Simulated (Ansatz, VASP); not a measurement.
**One calculation of Rb2Ge3, two programs**

Contents of INCAR:

```
SYSTEM = Rb2Ge3
PREC     = Accurate       ! precision mode
ENCUT    = 600            ! plane-wave cutoff, eV
EDIFF    = 1E-6           ! SCF threshold, eV
ISMEAR   = 0              ! smearing method
SIGMA    = 0.1            ! smearing width, eV
LREAL    = .False.        ! projectors in reciprocal space
LASPH    = .True.         ! aspherical terms in the spheres
NELM     = 100            ! most SCF steps
ALGO     = Normal         ! electronic algorithm
ISIF     = 3              ! what is computed and relaxed
LWAVE    = .False.        ! write WAVECAR
LCHARG   = .False.        ! write CHGCAR
GGA      = PE             ! functional
IBRION   = 2              ! ionic algorithm
NSW      = 90             ! ionic steps
EDIFFG   = -0.04          ! ionic threshold
```

File KPOINTS:

```
regular mesh
0
Gamma
  4 4 4
  0 0 0
```

The input POSCAR:

```
Rb2Ge3
1.0
   -3.9191835900      3.9191835900      3.9191835900
    3.9191835900     -3.9191835900      3.9191835900
    3.9191835900      3.9191835900     -3.9191835900
Rb Ge
4 6
Direct
    0.0000000000      0.2500000000      0.5000000000
    0.2500000000      0.2500000000      0.2500000000
    0.2500000000      0.5000000000      0.0000000000
    0.5000000000      0.0000000000      0.2500000000
    0.6250000000      0.2500000000      0.8750000000
    0.8750000000      0.6250000000      0.2500000000
    0.7500000000      0.6250000000      0.8750000000
    0.2500000000      0.8750000000      0.6250000000
    0.8750000000      0.7500000000      0.6250000000
    0.6250000000      0.8750000000      0.7500000000
```

Input for Ansatz:

```yaml
crystal:
  lattice:
    - [-3.91918359, 3.91918359, 3.91918359]
    - [3.91918359, -3.91918359, 3.91918359]
    - [3.91918359, 3.91918359, -3.91918359]
  atoms:
    - { symbol: Rb, position: [0.0, 0.25, 0.5] }
    - { symbol: Rb, position: [0.25, 0.25, 0.25] }
    - { symbol: Rb, position: [0.25, 0.5, 0.0] }
    - { symbol: Rb, position: [0.5, 0.0, 0.25] }
    - { symbol: Ge, position: [0.625, 0.25, 0.875] }
    - { symbol: Ge, position: [0.875, 0.625, 0.25] }
    - { symbol: Ge, position: [0.75, 0.625, 0.875] }
    - { symbol: Ge, position: [0.25, 0.875, 0.625] }
    - { symbol: Ge, position: [0.875, 0.75, 0.625] }
    - { symbol: Ge, position: [0.625, 0.875, 0.75] }
basis:
  ecutwfc: 420
kpoints:
  mp_grid: { grid: [4, 4, 4] }
hamiltonian:
  xc: pbe
scf:
  occupations: { method: gaussian, width: 0.1 }
  lower_state_search: "off"
output:
  forces: true
  stress: true
  eigenvalues: true
relax:
  adjacent_minimum: "off"
  f_tol: 0.04
  max_steps: 70
  cell: { stress_tol: 0.4 }
```

Alike in both runs: task relaxation of cell and atoms; functional PBE; k mesh 4 × 4 × 4; occupations gaussian, width 0.1 eV; no spin polarisation.

|  | VASP | Ansatz |
| --- | --- | --- |
| version | VASP 6.6.1 | Ansatz 0.2.0 |
| potentials or method | VASP PAW PBE potentials, release 64 (Rb_sv, Ge_d) | scalar-relativistic, plane waves, PAW |
| plane-wave cutoff (eV) | 600 | 420 |
| valence electrons in the cell | 120 | 120 |

|  | VASP | Ansatz | Ansatz less VASP |
| --- | --- | --- | --- |
| gap on the k mesh at the Fermi level, each at its own relaxed structure (eV) | none | none | - |
| relaxed volume (Å³/atom) | 33.93 | 33.66 | -0.263 |
| relaxed cell length with the largest relative difference (Å) | 7.610 | 7.590 | -0.0197 |
| energy change over the relaxation (meV/atom) | -376 | -371 | +4.8 |

A gap of «none» marks a metal or a gap that the smearing closes.

Caveats: the volume moved by over 15 % at a fixed basis, so the end points are rough (VASP).
